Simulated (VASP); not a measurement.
# MgO (Fm-3m) in VASP: notebook, part 2 of 2

VASP 6.6.1.

## Step 3: Band structure, PBE0

Contents of POSCAR:

```
MgO                                     
1.0
    0.0000000000      2.1220490059      2.1220490059
    2.1220490059      0.0000000000      2.1220490059
    2.1220490059      2.1220490059     -0.0000000000
  Mg              O             
     1     1
Direct
     1.0000000000000000    1.0000000000000000    0.0000000000000000
     0.5000000000000000    0.5000000000000000    0.5000000000000000
```

Contents of INCAR.step1:

```
SYSTEM = MgO
  PREC = Accurate
  ENCUT = 450
  EDIFF = 1E-5
  ISMEAR = 0
  SIGMA = 0.02
  LREAL = .False.
  LASPH = .True.
  NELM = 120
  ALGO = Normal
  ISIF = 2
  LWAVE = .True.
  LCHARG = .False.
  NBANDS = 11
  KPAR = 2
  GGA = PE
```

Contents of INCAR.step2:

```
SYSTEM = MgO
  PREC = Accurate
  ENCUT = 450
  EDIFF = 1E-6
  ISMEAR = 0
  SIGMA = 0.02
  LREAL = .False.
  LASPH = .True.
  NELM = 120
  ALGO = Normal
  ISIF = 2
  LWAVE = .False.
  LCHARG = .False.
  GGA = PE
  LHFCALC = .True.
  AEXX = 0.25
  PRECFOCK = Fast
  HFRCUT = -1
  NBANDS = 11
  KPAR = 2
  ISTART = 1
```

Contents of KPOINTS:

```
Automatic mesh
0
Gamma
  10 10 10
  0 0 0
```

Contents of KPOINTS_OPT:

```
path GXWKGLUWLK,UX
8
line-mode
reciprocal
 0.0000000000  0.0000000000  0.0000000000  G
 0.5000000000  0.0000000000  0.5000000000  X

 0.5000000000  0.0000000000  0.5000000000  X
 0.5000000000  0.2500000000  0.7500000000  W

 0.5000000000  0.2500000000  0.7500000000  W
 0.3750000000  0.3750000000  0.7500000000  K

 0.3750000000  0.3750000000  0.7500000000  K
 0.0000000000  0.0000000000  0.0000000000  G

 0.0000000000  0.0000000000  0.0000000000  G
 0.5000000000  0.5000000000  0.5000000000  L

 0.5000000000  0.5000000000  0.5000000000  L
 0.6250000000  0.2500000000  0.6250000000  U

 0.6250000000  0.2500000000  0.6250000000  U
 0.5000000000  0.2500000000  0.7500000000  W

 0.5000000000  0.2500000000  0.7500000000  W
 0.5000000000  0.5000000000  0.5000000000  L

 0.5000000000  0.5000000000  0.5000000000  L
 0.3750000000  0.3750000000  0.7500000000  K

 0.6250000000  0.2500000000  0.6250000000  U
 0.5000000000  0.0000000000  0.5000000000  X
```

Potentials or basis: VASP PAW PBE potentials, release 64 (Mg, O).

Launch:

```
> cat potpaw_PBE.64/Mg/POTCAR potpaw_PBE.64/O/POTCAR > POTCAR
> cp INCAR.step1 INCAR
> mpirun -np 2 vasp_std > vasp.out
> cp INCAR.step2 INCAR
> mpirun -np 2 vasp_std > vasp.out
```

OUTCAR:

```text
SYSTEM = MgO
   PREC = Accurate
   ENCUT = 450
   EDIFF = 1E-6
   ISMEAR = 0
   LREAL = .False.
   LASPH = .True.
   NELM = 120
   ISIF = 2
   GGA = PE
   LHFCALC = .True.
   AEXX = 0.25
   PRECFOCK = Fast
   ISTART = 1

 ion  position               nearest neighbor table
   1  0.000  0.000  0.000-   2 2.12   2 2.12   2 2.12   2 2.12   2 2.12   2 2.12
   2  0.500  0.500  0.500-   1 2.12   1 2.12   1 2.12   1 2.12   1 2.12   1 2.12

  LATTYP: Found a face centered cubic cell.
 ALAT       =     4.2440980118

  Lattice vectors:

 A1 = (   0.0000000000,   2.1220490059,   2.1220490059)
 A2 = (   2.1220490059,   0.0000000000,   2.1220490059)
 A3 = (   2.1220490059,   2.1220490059,   0.0000000000)

Analysis of symmetry for initial positions (statically):
=====================================================================
 Subroutine PRICEL returns:
 Original cell was already a primitive cell.

 Routine SETGRP: Setting up the symmetry group for a
 face centered cubic supercell.

 Subroutine GETGRP returns: Found 48 space group operations
 (whereof 48 operations were pure point group operations)
 out of a pool of 48 trial point group operations.
[... 183 lines left out ...]
      2       1.3886      2.00000
      3       1.3886      2.00000
      4       1.3886      2.00000
      5       8.3262      0.00000
      6      19.7793      0.00000
      7      19.7793      0.00000
      8      19.7793      0.00000
      9      23.6104      0.00000
     10      25.5690      0.00000
     11      25.5690      0.00000
[... 309 lines left out ...]
 k-point    24 :       0.4000    0.3000    0.0000
  band No.  band energies     occupation
      1     -16.0916      2.00000
      2      -2.3779      2.00000
      3       0.0004      2.00000
      4       0.2246      2.00000
      5      13.4319      0.00000
      6      14.0544      0.00000
      7      17.5781      0.00000
      8      22.3110      0.00000
      9      22.5346      0.00000
     10      29.0188      0.00000
     11      31.2219      0.00000

 [... further k-points ...]

------------------------ aborting loop because EDIFF is reached ----------------------------------------

  FORCE on cell =-STRESS in cart. coord.  units (eV):
  Direction    XX          YY          ZZ          XY          YZ          ZX
  --------------------------------------------------------------------------------------
  -------------------------------------------------------------------------------------
  Total       -0.7117439     -0.7117439     -0.7117439     -0.0000000      0.0000000      0.0000000
  in kB      -59.6675352    -59.6675352    -59.6675352     -0.0000000      0.0000000      0.0000000
  external PRESSURE =     -59.6675352 kB  Pullay stress =       0.0000000 kB

 VOLUME and BASIS-vectors are now :
 -----------------------------------------------------------------------------
  energy-cutoff  :      450.00
  volume of cell :       19.11
      direct lattice vectors                 reciprocal lattice vectors
     0.000000000  2.122049006  2.122049006    -0.235621326  0.235621326  0.235621326
     2.122049006  0.000000000  2.122049006     0.235621326 -0.235621326  0.235621326
     2.122049006  2.122049006  0.000000000     0.235621326  0.235621326 -0.235621326

 POSITION                                       TOTAL-FORCE (eV/Angst)
 -----------------------------------------------------------------------------------
      0.00000      0.00000      0.00000        -0.000000      0.000000     -0.000000
      2.12205      2.12205      2.12205         0.000000     -0.000000      0.000000
 -----------------------------------------------------------------------------------
    total drift:                               -0.000000     -0.000000      0.000000

  FREE ENERGIE OF THE ION-ELECTRON SYSTEM (eV)
  ---------------------------------------------------
  free  energy   TOTEN  =       -14.7823715669 eV

  energy  without entropy=      -14.7823715669  energy(sigma->0) =      -14.78237157
```

OUTCAR.step1:

```text
SYSTEM = MgO
   PREC = Accurate
   ENCUT = 450
   EDIFF = 1E-5
   ISMEAR = 0
   LREAL = .False.
   LASPH = .True.
[... 559 lines left out ...]
      0.00000      0.00000      0.00000        -0.000000      0.000000     -0.000000
      2.12205      2.12205      2.12205         0.000000     -0.000000      0.000000
 -----------------------------------------------------------------------------------
    total drift:                               -0.000000     -0.000000      0.000000

  FREE ENERGIE OF THE ION-ELECTRON SYSTEM (eV)
  ---------------------------------------------------
  free  energy   TOTEN  =       -11.9167833243 eV

  energy  without entropy=      -11.9167833243  energy(sigma->0) =      -11.91678332
```

OSZICAR.step1:

```text
N       E                     dE             d eps       ncg     rms          rms(c)
DAV:   1     0.726845925510E+01    0.72685E+01   -0.42925E+03  1250   0.572E+02
DAV:   2    -0.131383254722E+02   -0.20407E+02   -0.19912E+02  1219   0.121E+02
DAV:   3    -0.134664659381E+02   -0.32814E+00   -0.32794E+00  1237   0.128E+01
DAV:   4    -0.134671926287E+02   -0.72669E-03   -0.72668E-03  1142   0.704E-01
DAV:   5    -0.134671950382E+02   -0.24095E-05   -0.24095E-05  1211   0.394E-02    0.717E+00
DAV:   6    -0.119353355787E+02    0.15319E+01   -0.88433E+00  1079   0.161E+01    0.225E+00
DAV:   7    -0.119227664286E+02    0.12569E-01   -0.58449E-02  1133   0.208E+00    0.135E+00
DAV:   8    -0.119171922521E+02    0.55742E-02   -0.28904E-02  1085   0.188E+00    0.243E-01
DAV:   9    -0.119167930872E+02    0.39916E-03   -0.61361E-04  1166   0.168E-01    0.136E-01
DAV:  10    -0.119167811971E+02    0.11890E-04   -0.53996E-04  1139   0.164E-01    0.919E-03
DAV:  11    -0.119167833243E+02   -0.21273E-05   -0.27090E-06   633   0.137E-02
   1 F= -.11916783E+02 E0= -.11916783E+02  d E =-.252380E-41
```

Wall time 30 min (2 MPI ranks of Intel Xeon Platinum 8488C (Sapphire Rapids), shared host); peak memory 0.2 GiB.

What came out:

```yaml
Free_energy: -14.7824 eV
Band_gap_on_the_k_mesh: 6.94 eV, direct
Band_gap_along_the_path: 6.94 eV, direct
```

Levels at the corners of the path, in eV from the valence-band top:
| point | band 1 | band 2 | band 3 | band 4 | band 5 | band 6 | band 7 | band 8 | band 9 |
| --- | --- | --- | --- | --- | --- | --- | --- | --- | --- |
| Γ | -18.73 | 0.00 | 0.00 | 0.00 | 6.94 | 18.39 | 18.39 | 18.39 | 22.22 |
| X | -17.17 | -4.32 | -1.45 | -1.45 | 11.57 | 12.36 | 15.88 | 21.80 | 21.80 |
| X | -17.17 | -4.32 | -1.45 | -1.45 | 11.57 | 12.36 | 15.88 | 21.80 | 21.80 |
| W | -17.12 | -3.12 | -3.12 | -1.87 | 14.26 | 14.26 | 14.69 | 18.08 | 24.69 |
| W | -17.12 | -3.12 | -3.12 | -1.87 | 14.26 | 14.26 | 14.69 | 18.08 | 24.69 |
| K | -17.16 | -3.69 | -2.85 | -1.23 | 12.56 | 14.30 | 15.24 | 20.84 | 20.95 |
| K | -17.16 | -3.69 | -2.85 | -1.23 | 12.56 | 14.30 | 15.24 | 20.84 | 20.95 |
| Γ | -18.73 | 0.00 | 0.00 | 0.00 | 6.94 | 18.39 | 18.39 | 18.39 | 22.22 |
| Γ | -18.73 | 0.00 | 0.00 | 0.00 | 6.94 | 18.39 | 18.39 | 18.39 | 22.22 |
| L | -17.44 | -4.86 | -0.69 | -0.69 | 10.26 | 15.37 | 18.85 | 18.85 | 23.45 |
| L | -17.44 | -4.86 | -0.69 | -0.69 | 10.26 | 15.37 | 18.85 | 18.85 | 23.45 |
| U | -17.16 | -3.69 | -2.85 | -1.23 | 12.56 | 14.30 | 15.24 | 20.84 | 20.95 |
| U | -17.16 | -3.69 | -2.85 | -1.23 | 12.56 | 14.30 | 15.24 | 20.84 | 20.95 |
| W | -17.12 | -3.12 | -3.12 | -1.87 | 14.26 | 14.26 | 14.69 | 18.08 | 24.69 |
| W | -17.12 | -3.12 | -3.12 | -1.87 | 14.26 | 14.26 | 14.69 | 18.08 | 24.69 |
| L | -17.44 | -4.86 | -0.69 | -0.69 | 10.26 | 15.37 | 18.85 | 18.85 | 23.45 |
| L | -17.44 | -4.86 | -0.69 | -0.69 | 10.26 | 15.37 | 18.85 | 18.85 | 23.45 |
| K | -17.16 | -3.69 | -2.85 | -1.23 | 12.56 | 14.30 | 15.24 | 20.84 | 20.95 |
| U | -17.16 | -3.69 | -2.85 | -1.23 | 12.56 | 14.30 | 15.24 | 20.84 | 20.95 |
| X | -17.17 | -4.32 | -1.45 | -1.45 | 11.57 | 12.36 | 15.88 | 21.80 | 21.80 |

Caveat: the cutoff is under 1.25 times the usual one of these potentials, so pressure, stress and relaxed cells hold a basis-set (Pulay) error; the PAW data sets were made with another functional, which shifts forces and pressure a little.

## Step 4: Band structure, PBE

Contents of INCAR:

```
SYSTEM = MgO
  PREC = Accurate
  ENCUT = 300
  EDIFF = 1E-6
  ISMEAR = 0
  SIGMA = 0.02
  LREAL = .False.
  LASPH = .True.
  NELM = 120
  ALGO = Normal
  ISIF = 2
  LWAVE = .False.
  LCHARG = .False.
  GGA = PE
  NBANDS = 11
  KPAR = 2
```

Contents of KPOINTS:

```
Automatic mesh
0
Gamma
  14 14 14
  0 0 0
```

POSCAR is that of step 3.

Edit KPOINTS_OPT of step 3 so:

```diff
@@ -1,3 +1,3 @@
 path GXWKGLUWLK,UX
-8
+10
 line-mode
```

Launch:

```
> cat potpaw_PBE.64/Mg/POTCAR potpaw_PBE.64/O/POTCAR > POTCAR
> mpirun -np 2 vasp_std > vasp.out
```

Run time: 5.7 s. Hardware: 2 MPI ranks of Intel Xeon Platinum 8488C (Sapphire Rapids), shared host; peak memory 0.11 GiB.

The run converged, but a check on its numbers failed (symmetry, net force, bounds or a known fault of this set-up), so they aren't taken as properties of the crystal.

Caveat: the cutoff lies under the usual one of these potentials, so the numbers hold a large basis-set error; a pressure of tens of GPa on the cell as given is suspect, and the run, the potentials or the cell itself is likely at fault.

## Step 5: Band structure, PBE

Edit INCAR of step 4 so:

```diff
@@ -2,3 +2,3 @@
   PREC = Accurate
-  ENCUT = 300
+  ENCUT = 600
   EDIFF = 1E-6
```

KPOINTS is that of step 4.

POSCAR is that of step 4.

KPOINTS_OPT is that of step 4.

Launch:

```
> cat potpaw_PBE.64/Mg/POTCAR potpaw_PBE.64/O/POTCAR > POTCAR
> mpirun -np 2 vasp_std > vasp.out
```

Run time: 9 s. Hardware: 2 MPI ranks of Intel Xeon Platinum 8488C (Sapphire Rapids), shared host; peak memory 0.16 GiB.

It converged, with:

| Item | Value |
| --- | --- |
| Free energy | -11.9149 eV |
| Pressure | 0.0 GPa |
| Band gap on the k mesh | 4.51 eV, direct |
| Band gap along the path | 4.51 eV, direct |

Levels at the corners of the path, in eV from the valence-band top:
| point | band 1 | band 2 | band 3 | band 4 | band 5 | band 6 | band 7 | band 8 |
| --- | --- | --- | --- | --- | --- | --- | --- | --- |
| Γ | -17.15 | 0.00 | 0.00 | 0.00 | 4.51 | 15.67 | 15.67 | 15.67 |
| X | -15.67 | -3.99 | -1.32 | -1.32 | 9.09 | 9.73 | 12.86 | 18.63 |
| X | -15.67 | -3.99 | -1.32 | -1.32 | 9.09 | 9.73 | 12.86 | 18.63 |
| W | -15.62 | -2.88 | -2.88 | -1.73 | 11.49 | 11.49 | 11.89 | 15.21 |
| W | -15.62 | -2.88 | -2.88 | -1.73 | 11.49 | 11.49 | 11.89 | 15.21 |
| K | -15.66 | -3.41 | -2.65 | -1.11 | 9.98 | 11.52 | 12.32 | 17.81 |
| K | -15.66 | -3.41 | -2.65 | -1.11 | 9.98 | 11.52 | 12.32 | 17.81 |
| Γ | -17.15 | 0.00 | 0.00 | 0.00 | 4.51 | 15.67 | 15.67 | 15.67 |
| Γ | -17.15 | 0.00 | 0.00 | 0.00 | 4.51 | 15.67 | 15.67 | 15.67 |
| L | -15.92 | -4.52 | -0.63 | -0.63 | 7.75 | 12.35 | 16.08 | 16.08 |
| L | -15.92 | -4.52 | -0.63 | -0.63 | 7.75 | 12.35 | 16.08 | 16.08 |
| U | -15.66 | -3.41 | -2.65 | -1.11 | 9.98 | 11.52 | 12.32 | 17.81 |
| U | -15.66 | -3.41 | -2.65 | -1.11 | 9.98 | 11.52 | 12.32 | 17.81 |
| W | -15.62 | -2.88 | -2.88 | -1.73 | 11.49 | 11.49 | 11.89 | 15.21 |
| W | -15.62 | -2.88 | -2.88 | -1.73 | 11.49 | 11.49 | 11.89 | 15.21 |
| L | -15.92 | -4.52 | -0.63 | -0.63 | 7.75 | 12.35 | 16.08 | 16.08 |
| L | -15.92 | -4.52 | -0.63 | -0.63 | 7.75 | 12.35 | 16.08 | 16.08 |
| K | -15.66 | -3.41 | -2.65 | -1.11 | 9.98 | 11.52 | 12.32 | 17.81 |
| U | -15.66 | -3.41 | -2.65 | -1.11 | 9.98 | 11.52 | 12.32 | 17.81 |
| X | -15.67 | -3.99 | -1.32 | -1.32 | 9.09 | 9.73 | 12.86 | 18.63 |

## Step 6: The runs side by side

```tsv
level	k mesh	cutoff (eV)	grid for exact exchange (PRECFOCK)	screening parameter	exchange at q = 0	gap on the mesh (eV)
HSE06	10 × 10 × 10	450	Fast	0.2 1/A	-	6.22
PBE0	10 × 10 × 10	450	Fast	-	truncated	6.94
PBE	14 × 14 × 14	600	-	-	-	4.51
```

Alike in all rows: task band structure; potentials or basis VASP PAW PBE potentials, release 64 (Mg, O); no spin polarisation; cell as given; smearing gaussian 0.02 eV.

On the cell as given the gap runs from 4.51 eV (PBE) to 6.94 eV (PBE0); the meshes differ, which moves gaps too.

Caveats: the cutoff is under 1.25 times the usual one of these potentials, so pressure, stress and relaxed cells hold a basis-set (Pulay) error (some runs); the PAW data sets were made with another functional, which shifts forces and pressure a little (some runs).

Total energies depend on the potentials used, so only differences within one code and one set of settings carry meaning.

## Step 7: Against experiment

Step 2. Measured gap of MgO: 7.83 eV (quoted in “Electronic structure of alkaline earth and post-transition metal oxides”, 2009, arxiv:0908.1581). This calculation gives 6.22 eV (-1.61 eV). The value is that of HSE06, without temperature or zero-point motion. The cell is a database's relaxed one, not the measured one, which moves gaps too.

Step 3. A measured gap of MgO is 7.83 eV (quoted in “Electronic structure of alkaline earth and post-transition metal oxides”, 2009, arxiv:0908.1581); the calculated 6.94 eV misses it by -0.89 eV. The value is that of PBE0, without temperature or zero-point motion. The cell is a database's relaxed one, not the measured one, which moves gaps too.

Step 5. Against the measured gap of MgO, 7.83 eV (quoted in “Electronic structure of alkaline earth and post-transition metal oxides”, 2009, arxiv:0908.1581), the calculated 4.51 eV is off by -3.32 eV. The value is that of PBE, without temperature or zero-point motion. Semilocal functionals fall short of measured gaps as a rule. The cell is a database's relaxed one, not the measured one, which moves gaps too.
